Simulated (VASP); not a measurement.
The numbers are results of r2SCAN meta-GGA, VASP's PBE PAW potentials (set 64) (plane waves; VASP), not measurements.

VASP ran on this input.

### INCAR
```
SYSTEM = MnSe
PREC = Accurate
ENCUT = 400
EDIFF = 1E-6
NELM = 100
ALGO = Normal
LREAL = .FALSE.
LASPH = .TRUE.
ISMEAR = 1
SIGMA = 0.1
METAGGA = R2SCAN
LMIXTAU = .TRUE.
LMAXMIX = 4
ISPIN = 2
MAGMOM = 4.0 0.0
LORBIT = 10
LWAVE = .FALSE.
LCHARG = .FALSE.
IBRION = 2
ISIF = 3
NSW = 60
EDIFFG = -0.01
```

POSCAR:
```
MnSe
1.0
  3.3670000000   0.0000000000   0.0000000000
  0.0000000000   3.3670000000   0.0000000000
  0.0000000000   0.0000000000   3.3670000000
Mn Se
1 1
direct
  0.0000000000   0.0000000000   0.0000000000
  0.5000000000   0.5000000000   0.5000000000
```

### KPOINTS
```
Regular mesh
0
Gamma
  10 10 10
0 0 0
```

POTCAR, in this order: Mn_pv Se (PBE.64 set). Program: vasp_std.

The moments were started parallel, and other spin orders were not tried in this run.

Question: What does the run give for the energy per atom (σ→0), cell moment, volume per atom, band gap (on the k-mesh)?

Answer: 
The energy per atom (σ→0) is -14.850 eV/atom, the cell moment is 4.80 μB and the band gap (on the k-mesh) is none (metal, semimetal or under 0.01 eV). The volume per atom comes out as 19.19 Å³/atom.

**OSZICAR**
```
...
DAV:   2    -0.297015576625E+02    0.70196E-02   -0.24458E-02  3381   0.273E+00    0.784E-01
DAV:   3    -0.297015162274E+02    0.41435E-04   -0.12870E-03  3430   0.463E-01    0.170E-01
DAV:   4    -0.297013593666E+02    0.15686E-03   -0.47709E-04  3887   0.162E-01    0.972E-02
DAV:   5    -0.297013412899E+02    0.18077E-04   -0.15773E-04  3570   0.140E-01    0.585E-02
DAV:   6    -0.297013399557E+02    0.13342E-05   -0.14681E-05  3680   0.396E-02    0.260E-02
DAV:   7    -0.297013443852E+02   -0.44295E-05   -0.69894E-06  3479   0.307E-02    0.648E-03
DAV:   8    -0.297013451140E+02   -0.72877E-06   -0.58555E-07  2103   0.595E-03
   2 F= -.29701345E+02 E0= -.29700971E+02  d E =-.156809E-03  mag=     4.8027
```

The structure was generated: MnSe was put into the CsCl type type (Pm-3m), which need not be its known phase. This run relaxes it. Symmetry was kept, so distortions that lower it aren't found.
